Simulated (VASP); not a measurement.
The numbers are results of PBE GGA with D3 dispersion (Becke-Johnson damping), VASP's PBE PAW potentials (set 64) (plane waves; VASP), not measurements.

VASP ran on this input.

File KPOINTS:
```
kpoints
0
G
12 12 12
```

File POSCAR:
```
RuAl
1.0
  2.9432679364   0.0000000000   0.0000000000
  0.0000000000   2.9432679364   0.0000000000
  0.0000000000   0.0000000000   2.9432679364
Al Ru
1 1
direct
  0.5000000000   0.5000000000   0.5000000000
  0.0000000000   0.0000000000   0.0000000000
```

### INCAR
```
SYSTEM = RuAl
PREC = Accurate
ENCUT = 520
EDIFF = 1E-7
NELM = 100
ALGO = Normal
LREAL = .FALSE.
LASPH = .TRUE.
ISMEAR = 1
SIGMA = 0.1
GGA = PE
IVDW = 12
LMAXMIX = 4
LWAVE = .FALSE.
LCHARG = .FALSE.
ISIF = 2
```

POTCAR, in this order: Al Ru_pv (PBE.64 set). Program: vasp_std.

Output

File OSZICAR:
```
       N       E                     dE             d eps       ncg     rms          rms(c)
DAV:   1     0.114295113850E+03    0.11430E+03   -0.94091E+03  2032   0.133E+03
DAV:   2    -0.124333638423E+02   -0.12673E+03   -0.12185E+03  2176   0.352E+02
DAV:   3    -0.148600402558E+02   -0.24267E+01   -0.23596E+01  2380   0.491E+01
DAV:   4    -0.148839045559E+02   -0.23864E-01   -0.23855E-01  2320   0.494E+00
DAV:   5    -0.148844419924E+02   -0.53744E-03   -0.53741E-03  2536   0.655E-01    0.136E+01
DAV:   6    -0.142756481717E+02    0.60879E+00   -0.35032E+00  2136   0.218E+01    0.254E+00
DAV:   7    -0.142143087955E+02    0.61339E-01   -0.23709E-01  2132   0.591E+00    0.233E+00
DAV:   8    -0.141987441659E+02    0.15565E-01   -0.15407E-02  2232   0.124E+00    0.205E-01
DAV:   9    -0.141986536983E+02    0.90468E-04   -0.21762E-04  2452   0.135E-01    0.136E-01
DAV:  10    -0.141986524999E+02    0.11985E-05   -0.24812E-05  2444   0.660E-02    0.126E-02
DAV:  11    -0.141986510712E+02    0.14287E-05   -0.17667E-06  2384   0.177E-02    0.594E-03
DAV:  12    -0.141986505924E+02    0.47873E-06   -0.52668E-08  1316   0.241E-03    0.213E-04
DAV:  13    -0.141986506104E+02   -0.17935E-07   -0.74670E-09  1092   0.901E-04
   1 F= -.15282418E+02 E0= -.15282300E+02  d E =-.353048E-03
```

OUTCAR:
```
------------------------ aborting loop because EDIFF is reached ----------------------------------------
 Edisp (eV)   -1.08377
  FORCE on cell =-STRESS in cart. coord.  units (eV):
  Direction    XX          YY          ZZ          XY          YZ          ZX
  --------------------------------------------------------------------------------------
  Total       1.10931     1.10931     1.10931    -0.00000    -0.00000    -0.00000
  in kB      69.70639    69.70639    69.70639    -0.00000    -0.00000    -0.00000
  external pressure =       69.71 kB  Pullay stress =        0.00 kB
  volume of cell :       25.50
      direct lattice vectors                 reciprocal lattice vectors
     2.943267936  0.000000000  0.000000000     0.339758398  0.000000000  0.000000000
     0.000000000  2.943267936  0.000000000     0.000000000  0.339758398  0.000000000
     0.000000000  0.000000000  2.943267936     0.000000000  0.000000000  0.339758398
 POSITION                                       TOTAL-FORCE (eV/Angst)
 -----------------------------------------------------------------------------------
      1.47163      1.47163      1.47163         0.000000      0.000000      0.000000
      0.00000      0.00000      0.00000         0.000000      0.000000      0.000000
 -----------------------------------------------------------------------------------
    total drift:                                0.000000      0.000000      0.000000
  FREE ENERGIE OF THE ION-ELECTRON SYSTEM (eV)
  ---------------------------------------------------
  free  energy   TOTEN  =       -15.2824181647 eV

  energy  without entropy=      -15.2820651164  energy(sigma->0) =      -15.28230048
```
(Selected blocks of OUTCAR.)

The compound is RuAl in the CsCl type structure. This cell is one point of a volume scan, at 0.97 of the reference volume. The electron count is odd and the run is not spin-polarised, which forces a metal.
